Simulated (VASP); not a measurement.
Computed with SCAN meta-GGA, VASP's PBE PAW potentials (set 64) (plane waves; VASP).

A VASP calculation is set up with these files.

POSCAR:
```
AuAl2
6.0782530
  0.0000000000   0.4999999694   0.4999999694
  0.4999999694   0.0000000000   0.4999999694
  0.4999999694   0.4999999694   0.0000000000
Al Au
2 1
Cartesian
  0.2499999847   0.2499999847   0.2499999847
  0.7499999541   0.7499999541   0.7499999541
  0.0000000000   0.0000000000   0.0000000000
```

**KPOINTS**
```
Automatic mesh
0
Gamma
9 9 9
0 0 0
```

### INCAR
```
SYSTEM = AuAl2
PREC = Accurate
ENCUT = 520
EDIFF = 1E-7
NELM = 100
ALGO = Normal
LREAL = .FALSE.
LASPH = .TRUE.
ISMEAR = 1
SIGMA = 0.1
METAGGA = SCAN
LMIXTAU = .TRUE.
LMAXMIX = 6
LWAVE = .FALSE.
LCHARG = .FALSE.
ISIF = 2
```

POTCAR, in this order: Al Au (PBE.64 set). Program: vasp_std.

Output

OSZICAR:
```
       N       E                     dE             d eps       ncg     rms          rms(c)
DAV:   1    -0.156473229929E+02   -0.15647E+02   -0.73979E+03   848   0.122E+03
DAV:   2    -0.911610609034E+02   -0.75514E+02   -0.69987E+02   968   0.210E+02
DAV:   3    -0.932303595996E+02   -0.20693E+01   -0.20394E+01  1040   0.347E+01
DAV:   4    -0.932464219837E+02   -0.16062E-01   -0.16059E-01  1016   0.364E+00
DAV:   5    -0.932466894073E+02   -0.26742E-03   -0.26742E-03  1052   0.493E-01    0.113E+01
DAV:   6    -0.867447318960E+02    0.65020E+01   -0.10514E+01   952   0.380E+01    0.437E+00
DAV:   7    -0.870893694125E+02   -0.34464E+00   -0.10204E+00   864   0.117E+01    0.207E+00
DAV:   8    -0.866200134625E+02    0.46936E+00   -0.98866E-01   856   0.110E+01    0.946E-01
DAV:   9    -0.867595733732E+02   -0.13956E+00   -0.84130E-01   848   0.107E+01    0.256E-01
DAV:  10    -0.868016889987E+02   -0.42116E-01   -0.46109E-01   864   0.752E+00    0.373E-01
DAV:  11    -0.867909247554E+02    0.10764E-01   -0.26205E-02   948   0.175E+00    0.182E-01
DAV:  12    -0.868166572409E+02   -0.25732E-01   -0.10710E-01   860   0.350E+00    0.268E-01
DAV:  13    -0.867989304478E+02    0.17727E-01   -0.21561E-02   856   0.168E+00    0.882E-02
DAV:  14    -0.867919339575E+02    0.69965E-02   -0.40868E-02   856   0.250E+00    0.503E-02
DAV:  15    -0.867905251667E+02    0.14088E-02   -0.42809E-03   856   0.104E+00    0.291E-02
DAV:  16    -0.867905632050E+02   -0.38038E-04   -0.21740E-04   980   0.227E-01    0.269E-02
DAV:  17    -0.867905413149E+02    0.21890E-04   -0.97912E-05   864   0.147E-01    0.156E-02
DAV:  18    -0.867906702535E+02   -0.12894E-03   -0.87759E-04   848   0.380E-01    0.193E-02
DAV:  19    -0.867905659362E+02    0.10432E-03   -0.26405E-04   848   0.251E-01    0.272E-02
DAV:  20    -0.867905219786E+02    0.43958E-04   -0.73716E-05   884   0.970E-02    0.157E-02
DAV:  21    -0.867905208455E+02    0.11331E-05   -0.20302E-05   896   0.526E-02    0.296E-03
DAV:  22    -0.867905198269E+02    0.10186E-05   -0.79601E-06   868   0.455E-02    0.229E-03
DAV:  23    -0.867905212275E+02   -0.14006E-05   -0.14716E-06   896   0.209E-02    0.208E-03
DAV:  24    -0.867905209022E+02    0.32526E-06   -0.45116E-07   864   0.118E-02    0.211E-03
DAV:  25    -0.867905202396E+02    0.66264E-06   -0.12108E-06   864   0.128E-02    0.482E-04
DAV:  26    -0.867905201907E+02    0.48929E-07   -0.67190E-08   464   0.300E-03
   1 F= -.86790520E+02 E0= -.86790192E+02  d E =-.983476E-03
```

OUTCAR:
```
------------------------ aborting loop because EDIFF is reached ----------------------------------------
  FORCE on cell =-STRESS in cart. coord.  units (eV):
  Direction    XX          YY          ZZ          XY          YZ          ZX
  --------------------------------------------------------------------------------------
  Total       -2.2086892     -2.2086892     -2.2086892      0.0000000     -0.0000000      0.0000000
  in kB      -63.0331388    -63.0331388    -63.0331388      0.0000000     -0.0000000      0.0000000
  external PRESSURE =     -63.0331388 kB  Pullay stress =       0.0000000 kB
  volume of cell :       56.14
      direct lattice vectors                 reciprocal lattice vectors
     0.000000000  3.039126314  3.039126314    -0.164520967  0.164520967  0.164520967
     3.039126314  0.000000000  3.039126314     0.164520967 -0.164520967  0.164520967
     3.039126314  3.039126314  0.000000000     0.164520967  0.164520967 -0.164520967
 POSITION                                       TOTAL-FORCE (eV/Angst)
 -----------------------------------------------------------------------------------
      1.51956      1.51956      1.51956         0.000000      0.000000      0.000000
      4.55869      4.55869      4.55869        -0.000000     -0.000000     -0.000000
      0.00000      0.00000      0.00000        -0.000000      0.000000      0.000000
 -----------------------------------------------------------------------------------
    total drift:                                0.000000     -0.000000      0.000000
  FREE ENERGIE OF THE ION-ELECTRON SYSTEM (eV)
  ---------------------------------------------------
  free  energy   TOTEN  =       -86.7905201907 eV

  energy  without entropy=      -86.7895367146  energy(sigma->0) =      -86.79019237
```
(Selected blocks of OUTCAR.)

The compound is AuAl2 in the fluorite structure. This cell is one point of a volume scan, at 1.06 of the reference volume. The electron count is odd and the run is not spin-polarised, which forces a metal.
